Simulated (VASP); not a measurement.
An input for Quantum ESPRESSO's pw.x (written as the equivalent of a VASP run, and not itself run):

```
&CONTROL
  calculation = 'vc-relax'
  pseudo_dir = './pseudo'
  outdir = './out'
  tprnfor = .true.
  tstress = .true.
  nstep = 50
  forc_conv_thr = 0.00039
/
&SYSTEM
  ibrav = 0
  nat = 2
  ntyp = 2
  ecutwfc = 84
  occupations = 'smearing'
  smearing = 'fermi-dirac'
  degauss = 0.00147
  input_dft = 'pbesol'
/
&ELECTRONS
  conv_thr = 7.3e-08
  electron_maxstep = 100
/
&IONS
/
&CELL
/
ATOMIC_SPECIES
  Al 26.982 Al.upf
  N 14.007 N.upf
CELL_PARAMETERS angstrom
     0.0000000    2.2162800    2.2162800
     2.2162800    0.0000000    2.2162800
     2.2162800    2.2162800    0.0000000
ATOMIC_POSITIONS crystal
  Al   0.0000000  0.0000000  0.0000000
  N    0.2500000  0.2500000  0.2500000
K_POINTS automatic
  13 13 13 0 0 0
```

**Question.** Translate this input to VASP (INCAR, KPOINTS, POSCAR, choice of POTCAR).

**Answer.** One answer among several that fit: 
File KPOINTS:
```
Regular mesh
0
gamma
13 13 13
```

**INCAR**
```
SYSTEM  =  AlN
PREC  =  Accurate; ENCUT  =  400; LREAL  =  .FALSE.
LASPH  =  .TRUE.
EDIFF  =  1E-6; NELM  =  100; ALGO  =  Normal
ISMEAR  =  -1; SIGMA  =  0.02
GGA  =  PS
IBRION  =  2; NSW  =  50; ISIF  =  3
EDIFFG  =  -0.01
LWAVE  =  .FALSE.; LCHARG  =  .FALSE.
```

POSCAR:
```
AlN
1.0
  0.0000000000   2.2162800000   2.2162800000
  2.2162800000   0.0000000000   2.2162800000
  2.2162800000   2.2162800000   0.0000000000
Al N
1 1
Cart
  0.0000000000   0.0000000000   0.0000000000
  1.1081400000   1.1081400000   1.1081400000
```

POTCAR, in this order: Al N (PBE.64 set). Program: vasp_std.

What does not carry over: the potentials are each code's own (VASP's PAW set, PseudoDojo norm-conserving files in pw.x), so ENCUT and ecutwfc are chosen apart and not converted; conv_thr bounds pw.x's estimated SCF error, while EDIFF bounds the energy change between steps; forc_conv_thr acts on force components and is met together with etot_conv_thr.

The structure is a typed AlN crystal (F-43m). This run relaxes it. Symmetry was kept, so distortions that lower it aren't found. The run is one of a series of settings (EDIFFG = -0.01, IBRION = 2, ISIF = 3, NSW = 50 against the base run), some of them coarse on purpose.
